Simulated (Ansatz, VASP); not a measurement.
**Two plane-wave programs on Ti3Sb4**

```
CELL_PARAMETERS angstrom
-3.39986 3.39986 3.39986
3.39986 -3.39986 3.39986
3.39986 3.39986 -3.39986
ATOMIC_POSITIONS crystal
Ti 0.00000 0.50000 0.50000
Ti 0.50000 0.00000 0.50000
Ti 0.50000 0.50000 0.00000
Sb 0.50000 0.50000 0.50000
Sb 0.00000 0.00000 0.50000
Sb 0.00000 0.50000 0.00000
Sb 0.50000 0.00000 0.00000
```

Alike in both runs: functional PBE; k mesh 8 × 8 × 8; occupations gaussian, width 0.1 eV; no spin polarisation.

Ansatz relaxed the structure, and its values are those at the end. VASP's run is a single point on that final structure, the one shown.

|  | VASP | Ansatz |
| --- | --- | --- |
| version | VASP 6.6.1 | Ansatz 0.2.0 |
| potentials or method | VASP PAW PBE potentials, release 64 (Ti_sv, Sb) | scalar-relativistic, plane waves, PAW |
| plane-wave cutoff (eV) | 520 | 420 |
| valence electrons in the cell | 56 | 96 |

|  | VASP | Ansatz | Ansatz less VASP |
| --- | --- | --- | --- |
| gap on the k mesh at the Fermi level (eV) | none | none | - |
| pressure (GPa) | 0.0 | 0.0 | -0.02 |

A gap of «none» marks a metal or a gap that the smearing closes. The two sets of potentials don't hold the same shells in valence.

Spin-orbit coupling is left out, which matters for the levels of Sb.
